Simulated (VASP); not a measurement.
Here is the system:

```yaml
crystal:
  lattice:
    - [1.27122, -2.20182, 0.00000]
    - [1.27122, 2.20182, 0.00000]
    - [0.00000, 0.00000, 4.22604]
  atoms:
    - { symbol: B, position: [0.66667, 0.33333, 0.50025] }
    - { symbol: B, position: [0.33333, 0.66667, 0.00025] }
    - { symbol: N, position: [0.66667, 0.33333, 0.87475] }
    - { symbol: N, position: [0.33333, 0.66667, 0.37475] }
```

The numbers are results of PBEsol GGA, VASP's PBE PAW potentials (set 64) (plane waves; VASP), not measurements. Settings: 600 eV cut-off, 10×10×6 Γ-centred mesh, Gaussian smearing of 0.050 eV, potentials B N.

Give the stress tensor in GPa (positive for a compressed cell).

```
-0.61   0.00   0.00
 0.00  -0.61   0.00
 0.00   0.00  -5.39
```
The pressure is its mean diagonal, -2.20 GPa.

The compound is BN in the wurtzite structure, a metastable high-pressure form. This cell was strained or had an atom moved on purpose.
